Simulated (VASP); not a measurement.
Given:

```xyz
3
Lattice="2.2300 -3.8625 0.0000 2.2300 3.8625 0.0000 0.0000 0.0000 5.9300" Properties=species:S:1:pos:R:3 pbc="T T T"
Te     0.5865     1.0158     3.9533
Te     3.2870     0.0000     0.0000
Te     0.5865    -1.0158     1.9767
```

All values below come from PBE GGA, VASP's PBE PAW potentials (set 64) (plane waves; VASP 6.6.1). Numerical set-up: 480 eV cut-off, 6×6×4 Γ-centred mesh, Gaussian smearing of 0.050 eV, potentials Te.

Energy and stress use the plane-wave basis of the starting cell.

**Question.** The ions, cell shape and volume are relaxed. Give the cell that the relaxation ends in.

**Answer.** 
```xyz
3
Lattice="2.2669 -3.9264 0.0000 2.2669 3.9264 0.0000 0.0000 0.0000 5.9455" Properties=species:S:1:pos:R:3 pbc="T T T"
Te     0.6055     1.0488     3.9636
Te     3.3227     0.0000     0.0000
Te     0.6055    -1.0488     1.9818
```
Space group P3_121 (152), at a tolerance of 0.03 Å.

**Question.** How do energy and volume change from the first to the last step?

**Answer.** The energy (σ→0) changes by -9.8 meV/atom and the volume by +3.6 %, in 5 ionic steps.

```tsv
step	E(σ→0) (eV)	max force (eV/Å)	pressure (GPa)	volume (Å³)
1	-9.3976	0.318	2.00	102.15
2	-9.4124	0.113	-1.23	108.57
3	-9.4246	0.048	-0.03	105.89
4	-9.4256	0.038	-0.02	105.88
5	-9.4270	0.007	-0.01	105.84
```

The compound is Te in the trig structure. This run relaxes it. Symmetry was kept, so distortions that lower it aren't found.
